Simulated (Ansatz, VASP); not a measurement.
# CaAl2Si6O16 in two plane-wave programs

Aim: how closely do two programs agree when they are given the same cell, functional and k mesh? The structure shown is frame 61 of Ansatz's trajectory.

Method: plane waves, with VASP 6.6.1 beside it; single point at PBE, in Ansatz 0.2.0.

### 1. The starting structure

The cell holds 125 atoms: 10 Al, 5 Ca, 80 O and 30 Si. Its edges and angles: a = 11.726 Å, b = 11.726 Å, c = 11.726 Å, α = 90.0°, β = 90.0°, γ = 90.0°. As first built, before any earlier steps moved the atoms (in the runner's words): 125 atoms (10 Al, 5 Ca, 80 O, 30 Si) placed at random at 2.61 g/cm^3, melted at 4500 K for 20 ps at fixed volume with the Morse and Coulomb pair potential with partial charges (Pedone, Malavasi, Menziani, Cormack and Segre, J. Phys. Chem. B 110, 11780 (2006)). Quenched from 4500 K to 300 K at 10 K/ps and fixed volume, held 20 ps at zero pressure.

### 2. Ansatz: dynamics, PBE

Ansatz runs on its default PAW (the set named soft_2) files.

One frame of this run of dynamics is then solved in both programs, so the motion causes no difference.

Contents of input.yaml:

```yaml
crystal:
  lattice:
    - [11.72554, 0.0, 0.0]
    - [0.0, 11.72554, 0.0]
    - [0.0, 0.0, 11.72554]
  atoms:
    - { symbol: Al, position: [0.76085, 0.10035, 0.12857] }
    - { symbol: Al, position: [0.00569, 0.9103, 0.93027] }
    - { symbol: Al, position: [0.98904, 0.31909, 0.7613] }
    - { symbol: Al, position: [0.62831, 0.0934, 0.70774] }
    - { symbol: Al, position: [0.47951, 0.76032, 0.54974] }
    - { symbol: Al, position: [0.38191, 0.25031, 0.50496] }
    - { symbol: Al, position: [0.46913, 0.75401, 0.19727] }
    - { symbol: Al, position: [0.10916, 0.97727, 0.41036] }
    - { symbol: Al, position: [0.62325, 0.53986, 0.27877] }
    - { symbol: Al, position: [0.29502, 0.97289, 0.2115] }
    - { symbol: Ca, position: [0.03524, 0.05693, 0.70965] }
    - { symbol: Ca, position: [0.86949, 0.65821, 0.10264] }
    - { symbol: Ca, position: [0.67912, 0.78198, 0.34065] }
    - { symbol: Ca, position: [0.70604, 0.32885, 0.90317] }
    - { symbol: Ca, position: [0.96337, 0.92637, 0.18447] }
    - { symbol: O, position: [0.40918, 0.04969, 0.19673] }
    - { symbol: O, position: [0.68572, 0.77395, 0.98902] }
    - { symbol: O, position: [0.31056, 0.80523, 0.88333] }
    - { symbol: O, position: [0.4155, 0.34758, 0.04116] }
    - { symbol: O, position: [0.34833, 0.75957, 0.48068] }
    - { symbol: O, position: [0.13235, 0.96893, 0.88287] }
    - { symbol: O, position: [0.92491, 0.90875, 0.80341] }
    - { symbol: O, position: [0.86634, 0.26652, 0.4035] }
    - { symbol: O, position: [0.5141, 0.03474, 0.78307] }
    - { symbol: O, position: [0.39058, 0.59432, 0.88818] }
    - { symbol: O, position: [0.19462, 0.04918, 0.30649] }
    - { symbol: O, position: [0.94697, 0.1924, 0.8419] }
    - { symbol: O, position: [0.40795, 0.72402, 0.06604] }
    - { symbol: O, position: [0.21328, 0.15861, 0.71151] }
    - { symbol: O, position: [0.86986, 0.0979, 0.54145] }
[... 89 atom lines left out ...]
    - { symbol: Si, position: [0.26778, 0.05387, 0.6268] }
    - { symbol: Si, position: [0.28315, 0.50736, 0.33841] }
    - { symbol: Si, position: [0.81102, 0.90266, 0.73124] }
    - { symbol: Si, position: [0.1892, 0.19879, 0.31454] }
    - { symbol: Si, position: [0.11271, 0.54728, 0.04127] }
    - { symbol: Si, position: [0.92768, 0.54709, 0.84501] }
kpoints:
  mp_grid: { grid: [1, 1, 1] }
hamiltonian:
  xc: pbe
scf:
  occupations: { method: fixed }
output:
  forces: true
md:
  timestep: 1.0
  n_steps: 182
  ensemble: nvt_langevin
  temperature: 300
  initial_velocities: maxwell_boltzmann
  seed: 478
```

Launch:

```console
$ ansatz run input.yaml --threads 4 --pin off --max-ram 8192MiB --backend cpu --events-out ev --progress --plain --runs-dir out
```

Numbers of over 12 decimals in the logs are rounded to 6 here.

Output:

```text
Warning: md: disabling space-group detection — thermal motion breaks the input geometry's symmetry, so no spatial operation reduces the k-mesh or symmetrises the density; time reversal is kept, so that k and −k are solved as one point where they differ and the mesh holds both, and exact exchange and, on two spinor components, a DFT+U term hold to it where the run has them: on two components no moment then forms, and  [...]
Engine: ansatz 0.2.0, aarch64-unknown-linux-gnu
Pseudopotentials: kind: paw
Pseudopotential: Al, paw, valence charge 3, recommended cutoff 420 eV (normal), Al.paw.azcp
Pseudopotential: Ca, paw, valence charge 10, recommended cutoff 420 eV (normal), Ca.paw.azcp
Pseudopotential: O, paw, valence charge 6, recommended cutoff 420 eV (normal), O.paw.azcp
Pseudopotential: Si, paw, valence charge 4, recommended cutoff 420 eV (normal), Si.paw.azcp
Functional definition: PBE
  parameter kappa = 0.804
  parameter beta = 0.066725
  exchange = pbe_x(kappa = kappa, mu = beta*pi^2/3)
  correlation = pbe_c(beta = beta)
Crystal: 125 atoms, lattice volume = 1612.124 Å³
Basis set: ecut = 420 eV, 31439 PW (Γ), exchange–correlation on 160×160×160 points (8 copies of the dense FFT grid, shifted against one another)
Bands: 465, of which v1, the nominal top of the filled ones, is band 340 counted from 1 (339 counted from 0)
Symmetry: 1 space group operations
k-points: 1
Non-local potential: Al, projectors of the file, l = 0: 2, l = 1: 2, l = 2: 1
Non-local potential: Ca, projectors of the file, l = 0: 3, l = 1: 2, l = 2: 2
Non-local potential: O, projectors of the file, l = 0: 2, l = 1: 2, l = 2: 1
Non-local potential: Si, projectors of the file, l = 0: 2, l = 1: 2, l = 2: 2
PAW form: soft (Blöchl's): semilocal exchange-correlation on the pseudo side does not see the compensation charge
PAW one-centre angular grid: Al, 110 points (default); XC on 64 Gauss nodes
PAW one-centre angular grid: Ca, 110 points (default); XC on 64 Gauss nodes
PAW one-centre angular grid: O, 110 points (default); XC on 64 Gauss nodes
PAW one-centre angular grid: Si, 110 points (default); XC on 64 Gauss nodes
Initial density: superposition of atomic densities (neutral atoms: chi_scale 0, normalization atom), corrected by the library's trained network
Initial wavefunctions: pseudopotential atomic-orbital guess
Functional: x = pbe(κ = 0.804, μ = 0.219515), c = pbe(β = 0.066725)
SCF iter   1: F=—  HF=-79068.278025 eV  |F-HF|=—  |Δ(HF+E_count)|=         —  Δρ=2.28e-3  dr2=1.54e-1  ethr=1.77e-3  ⟨swp⟩=7.0  Hψ=1647  notcnv=0  defer=123
preconditioner: auto → Resta (q_TF=auto, 2.363 Å⁻¹)  ε∞=3.1  [insulator: Δε(μ)=3.072 eV  Ē_g=16.490 eV  n_scr=364 (ndim 8)  ℏωp=23.9 eV  f_vac=0.119  ε∞_Penn≈3.1]
SCF iter   2: F=—  HF=-79068.267564 eV  |F-HF|=—  |Δ(HF+E_count)|=   1.05e-2  Δρ=1.21e-3  dr2=3.93e-2  ethr=2.26e-5  ⟨swp⟩=6.0  Hψ=724  notcnv=0  defer=123
SCF iter   3: F=—  HF=-79068.265225 eV  |F-HF|=—  |Δ(HF+E_count)|=   2.34e-3  Δρ=6.37e-4  dr2=1.09e-2  ethr=5.78e-6  ⟨swp⟩=5.0  Hψ=670  notcnv=0  defer=104
automatic band count: iteration 3 solves 446 bands in place of 465: the levels show a gap, and the empty bands left out lie too high to hold charge; the band table lists the bands solved (type scf.n_extra_bands for more)
SCF iter   4: F=—  HF=-79068.263233 eV  |F-HF|=—  |Δ(HF+E_count)|=   1.99e-3  Δρ=2.37e-4  dr2=9.67e-4  ethr=1.60e-6  ⟨swp⟩=4.0  Hψ=594  notcnv=0  defer=104
SCF iter   5: F=—  HF=-79068.263197 eV  |F-HF|=—  |Δ(HF+E_count)|=   3.60e-5  Δρ=1.38e-4  dr2=2.74e-4  ethr=1.42e-7  ⟨swp⟩=3.0  Hψ=591  notcnv=0  defer=104
SCF iter   6: F=—  HF=-79068.263217 eV  |F-HF|=—  |Δ(HF+E_count)|=   2.02e-5  Δρ=3.79e-5  dr2=2.21e-5  ethr=4.03e-8  ⟨swp⟩=3.0  Hψ=592  notcnv=0  defer=104
SCF iter   7: F=—  HF=-79068.262791 eV  |F-HF|=—  |Δ(HF+E_count)|=   4.26e-4  Δρ=1.79e-5  dr2=4.51e-6  ethr=3.26e-9  ⟨swp⟩=3.0  Hψ=780  notcnv=0  defer=104
SCF iter   8: F=—  HF=-79068.262793 eV  |F-HF|=—  |Δ(HF+E_count)|=   2.48e-6  Δρ=7.68e-6  dr2=9.29e-7  ethr=6.63e-10  ⟨swp⟩=3.0  Hψ=592  notcnv=0  defer=104
SCF iter   9: F=—  HF=-79068.262794 eV  |F-HF|=—  |Δ(HF+E_count)|=   6.53e-7  Δρ=2.78e-6  dr2=1.16e-7  ethr=1.37e-10  ⟨swp⟩=3.0  Hψ=680  notcnv=0  defer=104
SCF iter  10: F=-79068.262794 eV  HF=-79068.262794 eV  |F-HF|=9.68e-9  |Δ(HF+E_count)|=   5.87e-8  Δρ=1.33e-6  dr2=2.55e-8  ethr=1.47e-11  ⟨swp⟩=4.0  Hψ=1193  notcnv=0
SCF 1 converged in 10 iterations: F = -79068.262794 eV  dr2 = 2.55e-8
[...]
SCF iter   2: F=—  HF=-79072.310416 eV  |F-HF|=—  |Δ(HF+E_count)|=   1.21e-2  Δρ=6.99e-4  dr2=8.31e-3  ethr=5.23e-6  ⟨swp⟩=2.0  Hψ=589  notcnv=0  defer=104
SCF iter   3: F=—  HF=-79072.307834 eV  |F-HF|=—  |Δ(HF+E_count)|=   2.58e-3  Δρ=2.89e-4  dr2=1.04e-3  ethr=1.22e-6  ⟨swp⟩=2.0  Hψ=590  notcnv=0  defer=104
SCF iter   4: F=—  HF=-79072.307623 eV  |F-HF|=—  |Δ(HF+E_count)|=   2.10e-4  Δρ=7.53e-5  dr2=1.08e-4  ethr=1.54e-7  ⟨swp⟩=2.0  Hψ=623  notcnv=0  defer=100
SCF iter   5: F=—  HF=-79072.307612 eV  |F-HF|=—  |Δ(HF+E_count)|=   1.12e-5  Δρ=4.55e-5  dr2=2.98e-5  ethr=1.59e-8  ⟨swp⟩=2.0  Hψ=589  notcnv=0  defer=99
SCF iter   6: F=—  HF=-79072.307812 eV  |F-HF|=—  |Δ(HF+E_count)|=   2.00e-4  Δρ=1.28e-5  dr2=2.45e-6  ethr=4.38e-9  ⟨swp⟩=3.0  Hψ=786  notcnv=0  defer=100
SCF iter   7: F=—  HF=-79072.307813 eV  |F-HF|=—  |Δ(HF+E_count)|=   1.09e-6  Δρ=5.34e-6  dr2=3.97e-7  ethr=3.60e-10  ⟨swp⟩=2.0  Hψ=673  notcnv=0  defer=100
SCF iter   8: F=-79072.307813 eV  HF=-79072.307813 eV  |F-HF|=4.87e-9  |Δ(HF+E_count)|=   9.52e-8  Δρ=2.11e-6  dr2=6.07e-8  ethr=1.47e-11  ⟨swp⟩=4.0  Hψ=1371  notcnv=0
SCF 183 converged in 8 iterations: F = -79072.307813 eV  dr2 = 6.07e-8
md step   182: t =   182.00 fs  T =   325.1 K  F+E_penalty+E_count = -79072.30781314 eV  E_kin = 5.252754 eV  (8 SCF iters)
SCF converged after 8 iterations
Free energy (F): -79072.307813 eV
Harris-Foulkes:  -79072.307813 eV  (|F-HF|=4.87e-9)
Internal energy: -79072.307813 eV  (E = F + TS)
E sigma→0 (E₀):  -79072.307813 eV
Fermi energy:    4.751640 eV
--- Per-component energies (eV) ---
  E_band       = -3023.102368
  E_kinetic    = 17260.878614
  E_local      = -43770.857425  (includes V_loc(G=0)·N_el)
  E_nonlocal   = 4976.282703
  E_hartree    = 16030.492541
  E_xc         = -8712.290333
  E_vxc        = -10174.160375  (∫ρ·V_xc dr)
  E_paw        = -37069.120099  (= ΣΔE_a)
  E_vpaw       = -3376.435066  (= ΣTr[D̂ρ^β])
  E_aug_tail   = 0.203974  (compensation charges beyond the density's cutoff)
  E_ewald      = -27787.897788
  E_smearing   = -0.000000  (= −TS)
  E_closure    = 0.000000  (closes the sum)
  Σ components = -79072.307813   (vs F -79072.307813, Δ=0.00e0)
--- Forces (eV/Å), atoms counted from 1 ---
  atom   1  Al     0.42740388    -0.35597645     0.48354603
  atom   2  Al     0.28267807    -0.82061857     1.59477366
  atom   3  Al     0.32739281     1.24474162    -1.44808768
  atom   4  Al    -0.96970707    -0.33184784     0.78504976
  atom   5  Al     0.04109872     0.51419587     1.00321389
  atom   6  Al    -0.05962926     1.12375358    -0.09362079
  atom   7  Al    -0.00485995     0.61792117     1.69350818
  atom   8  Al     1.35927125    -1.52026042    -1.10983061
  atom   9  Al     1.22519334     1.19223252     1.56851645
  atom  10  Al    -1.11850251    -0.03203025     0.01430379
  atom  11  Ca     0.39778161     0.30339865    -0.34028443
  atom  12  Ca     0.58410116    -0.40167696    -0.44888903
  atom  13  Ca     0.09625416    -0.09634993     0.29970235
  atom  14  Ca    -0.87782744     0.69504522    -0.77063831
  atom  15  Ca     0.68625338    -0.88359084    -0.13206529
  atom  16  O      1.26431110     1.09810715    -0.06406526
  atom  17  O     -0.16363778    -1.08833264    -1.19556902
  atom  18  O      0.08188466     0.76184793    -0.56276569
  atom  19  O      0.28695074     0.46400824     1.55164947
  atom  20  O      0.62661395     0.14327751     0.13756855
  atom  21  O      0.43862758    -0.28686675    -1.12195013
  atom  22  O      0.59706450    -0.17563320    -0.00252239
  atom  23  O      0.29019371     0.40982796    -1.25221616
  atom  24  O      0.01187823     0.25364348     0.38139926
[...]
atom 118  Si    -1.74354964     0.09465536     1.07471579
  atom 119  Si    -1.03866660     0.51203360    -1.39257485
  atom 120  Si    -0.17878461     0.22620584     0.37940439
  atom 121  Si    -1.58722077     1.08511447    -1.19021591
  atom 122  Si    -0.40667748    -1.20123331    -1.12954308
  atom 123  Si    -0.81325308    -0.32953612    -1.07599202
  atom 124  Si    -1.78261805    -1.40910769     1.85839476
  atom 125  Si    -1.48713612     0.14699179     0.56955901
  max |Σ_I F_I| component: 1.89e-5 eV/Å
--- MD trajectory: 182 steps, t = 0.0 → 182.0 fs ---
  final state: T = 325.1 K   F+E_penalty+E_count = -79072.30781314 eV   E_kin = 5.252754 eV
```

### 3. VASP: single point, PBE

The same cell, functional and mesh now go to VASP, with its own data sets.

Lines of VASP's logs that name or quote its potential files are left out, and so is its time.

Contents of INCAR:

```
SYSTEM = CaAl2Si6O16
PREC = Accurate
ENCUT = 520
EDIFF = 1E-06
NELM = 120
ISMEAR = 0
SIGMA = 0.01
LREAL = Auto
ALGO = Normal
GGA = PE
NBANDS = 432
LORBIT = 11
LWAVE = .FALSE.
LCHARG = .FALSE.
ISIF = 2
LASPH = .TRUE.
GGA_COMPAT = .FALSE.
EFERMI = MIDGAP
NCORE = 4
```

Contents of POSCAR:

```
CaAl2Si6O16
1.0
   11.7255400000      0.0000000000      0.0000000000
    0.0000000000     11.7255400000      0.0000000000
    0.0000000000      0.0000000000     11.7255400000
Al Ca O Si
10 5 80 30
Direct
    0.7554790654      0.1190392937      0.1328894021
    0.9997270915      0.9167680124      0.9419779388
    0.9896857629      0.3133416457      0.7622676653
    0.6296597001      0.0888658433      0.7136131897
    0.4820588220      0.7696276675      0.5523839414
    0.3826689432      0.2315970096      0.5015206123
    0.4676287830      0.7551720432      0.1943961643
    0.1211202213      0.9809185760      0.4171577599
    0.6254466745      0.5443928382      0.2732070335
    0.2998412013      0.9721769744      0.1932874733
    0.0261054075      0.0510424253      0.7114725633
    0.8652053551      0.6493943989      0.0886185199
    0.6884032633      0.7658240047      0.3538770922
    0.7227556258      0.3211962946      0.8864154657
    0.9640238317      0.9277952231      0.1881192679
    0.4143689758      0.0549143152      0.1706957633
    0.7112678819      0.7730646094      0.9912294018
    0.2983913747      0.7841344620      0.8750300626
    0.4121174803      0.3506533601      0.0621463916
    0.3383127771      0.7619606432      0.4903910609
    0.1237469660      0.9848331079      0.8900059187
    0.9339100800      0.9003679148      0.8028798674
    0.8752176872      0.2999691272      0.4125353715
    0.5147396197      0.0445352623      0.7881257494
    0.3769975626      0.5711634603      0.8982187601
    0.2106683360      0.0598948961      0.3097853063
    0.9461653792      0.1942426532      0.8424174921
    0.3938240797      0.7230285343      0.0629395320
    0.2225995562      0.1524450047      0.7088202334
    0.8926838338      0.1057861727      0.5503285989
[... 89 atom lines left out ...]
    0.2639537284      0.0480233746      0.6259413213
    0.2761919707      0.5119678923      0.3494849704
    0.8172587361      0.9040862937      0.7306614450
    0.1899784573      0.1984215652      0.3106381455
    0.1082082360      0.5326918846      0.0511106525
    0.9267888728      0.5428577277      0.8500930448
```

Contents of KPOINTS:

```
Automatic mesh
0
Gamma
1 1 1
0 0 0
```

The projector-augmented-wave data sets are Al, Ca_sv, O and Si (PBE family, release 64).

Launch:

```console
$ mpirun -np 16 vasp_gam
```

Output:

```text
[banner, memory and clock lines left out]
running   16 mpi-ranks, on    1 nodes
[...]
LDA part: xc-table for (Slater+PW92), standard interpolation
 POSCAR, INCAR and KPOINTS ok, starting setup
[...]
entering main loop
       N       E                     dE             d eps       ncg     rms          rms(c)
DAV:   1     0.668998126671E+04    0.66900E+04   -0.40322E+05   864   0.157E+03
DAV:   2    -0.446905406537E+03   -0.71369E+04   -0.68752E+04  1064   0.398E+02
DAV:   3    -0.106407621273E+04   -0.61717E+03   -0.61296E+03  1008   0.127E+02
DAV:   4    -0.108338931952E+04   -0.19313E+02   -0.19225E+02  1104   0.211E+01
[...]
DAV:  17    -0.948499865472E+03   -0.74255E-05   -0.24280E-04  1048   0.315E-02    0.177E-02
DAV:  18    -0.948499866224E+03   -0.75142E-06   -0.27996E-05  1072   0.100E-02    0.135E-02
DAV:  19    -0.948499866191E+03    0.32924E-07   -0.49954E-06   968   0.582E-03
   1 F= -.94849987E+03 E0= -.94849987E+03  d E =0.000000E+00
```

From OUTCAR (step 3):

```text
  Total        9.2522371     16.6967272     29.0222569     -0.3259602     10.5458545    -22.0017351
  in kB        9.1951492     16.5937054     28.8431844     -0.3239489     10.4807847    -21.8659805
  external PRESSURE =      18.2106797 kB  Pullay stress =       0.0000000 kB

 POSITION                                       TOTAL-FORCE (eV/Angst)
 -----------------------------------------------------------------------------------
      8.85840      1.39580      1.55820         0.670978     -1.153392      0.942747
     11.72234     10.74960     11.04520        -0.260994     -0.188818     -0.352518
     11.60460      3.67410      8.93800        -1.371911      0.939913      0.112371
      7.38310      1.04200      8.36750         0.717092      1.357680      2.471274
      5.65240      9.02430      6.47700        -0.274512     -0.279513     -0.774844
      4.48700      2.71560      5.88060        -0.324024      1.032169     -0.086064
[...]
3.53470      3.92700      7.34080        -0.688311      0.595607     -0.304924
      8.64650      3.04470      6.74290         1.343463      0.274307     -1.480416
      6.82910      9.91840      2.01320         0.615702     -0.231323      0.445700
      2.21930      2.97160      2.15360         0.488484      0.289337     -0.405628
     11.28250      0.52120      0.38110         0.366669     -0.892778     -1.135796
      1.71230      5.44710      4.18480         1.100210     -0.880931      0.887772
      5.34450      2.98140      3.10620        -0.757431      1.242304      0.135117
[...]
-----------------------------------------------------------------------------------
    total drift:                               -0.016049     -0.038046     -0.004786

  FREE ENERGIE OF THE ION-ELECTRON SYSTEM (eV)
  ---------------------------------------------------
  free  energy   TOTEN  =      -948.4998661907 eV

  energy  without entropy=     -948.4998661907  energy(sigma->0) =     -948.49986619

[... 3 further parts left out ...]
[key lines of the parts left out:]
E-fermi :   4.7344
```

The run ends at a pressure of 1.82 GPa, with forces up to 3.5 eV/Å.

### 4. Side by side

Known differences besides the potentials themselves: fixed occupations in Ansatz, narrow Gaussian smearing in VASP; the cutoff is 420 eV in Ansatz and 520 eV in VASP (PREC = Accurate, projectors in real space). Total energies have different zeros and are not compared.

Forces on 9 of the 125 atoms, those with the largest forces and the largest differences (eV/Å; atoms numbered as in POSCAR):

```csv
atom,"Ansatz x, y, z","VASP x, y, z"
Al10,"0.312, -0.279, 2.973","0.311, -0.307, 3.019"
O28,"1.886, 0.808, 2.703","1.949, 0.835, 2.799"
O33,"-1.338, 1.261, 0.550","-1.403, 1.324, 0.555"
O46,"1.877, 2.040, -1.267","1.926, 2.062, -1.290"
O54,"-0.270, -0.928, 1.112","-0.244, -0.862, 1.078"
O56,"-1.711, -2.601, 1.061","-1.717, -2.607, 1.073"
Si99,"2.999, 0.889, 0.286","3.036, 0.881, 0.297"
Si114,"-1.261, 1.533, -2.486","-1.280, 1.558, -2.519"
Si118,"1.547, 1.696, -2.621","1.584, 1.657, -2.614"
```

The forces differ by 26 meV/Å r.m.s., which is 2.7 % of the r.m.s. force of 0.974 eV/Å (both taken over all components).

### 5. What came out

```yaml
r_m_s_force_difference_single_point_pbe: 2.7 % of the r.m.s. force
```

The r.m.s. force difference is 2.7 % of the r.m.s. force (single point, PBE), within the 3 % picked in this series as the mark of a large difference. 2 further runs of this series are not shown here. Such differences can come from data sets, numerical settings and the points named under the comparisons, not from the functional's error against experiment.

[Lines on the potential files, build, host, timing and source positions are cut from VASP's logs without a mark.]

[Logs are printed without paths, hosts, clocks, repeated set-up lines and the standing remarks that a program may print on its own settings, such as how far it seeks lower states.]

[Hosts, paths, dates, database ids (printed as entryN), source tags and the programs' standing remarks are cut or masked in the printed files.]
